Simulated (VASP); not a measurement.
Given:

```
CELL_PARAMETERS angstrom
      4.00068     0.00000     0.00000
      0.00000     4.00068     0.00000
      0.00000     0.00000     5.31559
ATOMIC_POSITIONS crystal
  Pb 0.50000 0.00000 0.77742
  Pb 0.00000 0.50000 0.22258
  O  0.50000 0.50000 0.00000
  O  0.00000 0.00000 0.00000
```

The numbers are results of AM05 GGA, VASP's PBE PAW potentials (set 64) (plane waves; VASP 6.6.1), not measurements. Run with 520 eV cut-off, 6×6×5 Γ-centred mesh, tetrahedra with Blöchl corrections, potentials Pb_d O.

The cores are frozen, which limits the accuracy of field gradients. Without a dispersion term in the relaxation, distances and binding between the weakly bound layers, chains or molecules are unreliable, and so is what depends on them.

Problem. Give the principal components of the electric field gradient (V/Å²) and the asymmetry η at each nucleus.

Solution. 
| atom | Vxx | Vyy | Vzz | η |
|---|---|---|---|---|
| Pb1 | 112.4 | 112.4 | -224.8 | 0.00 |
| Pb2 | 112.4 | 112.4 | -224.8 | 0.00 |
| O3 | 2.2 | 2.2 | -4.4 | 0.00 |
| O4 | 2.2 | 2.2 | -4.4 | 0.00 |

The compound is PbO in the litharge structure. It was relaxed first, which changed the volume by +7 %.
